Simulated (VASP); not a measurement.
Take KMgF$_{3}$ (cubic perovskite), without spin-orbit terms, in VASP with PAW potentials, and its band gap.

Problem. One run gives 7.49 eV. Which level is it?
(A) LDA (own cell)
(B) r2SCAN (own cell)
(C) SCAN (own cell)
(D) PBEsol (own cell)

Solution. A, LDA (own cell).  The others give 7.13 (PBEsol (own cell)), 8.32 (r2SCAN (own cell)), 8.34 (SCAN (own cell)).

Only levels that ran to the end are used. Left out are those held back, those with too coarse a band path, GW runs whose mesh misses a band edge, hybrids' fits of cells that aren't cubic and levels without matching references; a question may draw on a part of the rest.

The compound is KMgF3 in the cubic perovskite structure.
